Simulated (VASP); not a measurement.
Consider the following.

```xyz
2
Lattice="3.1601 0.0000 0.0000 0.0000 3.1601 0.0000 0.0000 0.0000 3.1601" Properties=species:S:1:pos:R:3 pbc="T T T"
Zn     1.5800     1.5800     1.5800
Au     0.0000     0.0000     0.0000
```

Method: optB86b-vdW, VASP's PBE PAW potentials (set 64) (plane waves; VASP). Numerical set-up: 520 eV cut-off, 12×12×12 Γ-centred mesh, first-order Methfessel-Paxton smearing of 0.10 eV, potentials Zn Au.

Task: Give the energy at these volumes per atom, relative to the lowest: 14.81, 15.28, 15.75, 16.23, 16.70 Å³.

Result: 27.5, 6.7, 0.0, 4.8, 19.1 meV/atom. A third-order Birch-Murnaghan fit gives B0 = 129 GPa and B0′ = 5.7.

Measured: bulk modulus 131 GPa (computed value off by -1.7 %), as given by Niraj K. Nepal et al., Physical Review B (2020), arXiv:2007.11150. The calculation is for a static lattice, while the measured bulk modulus holds thermal and zero-point effects, which are part of the difference.

The compound is AuZn in the CsCl type structure. It was relaxed first.
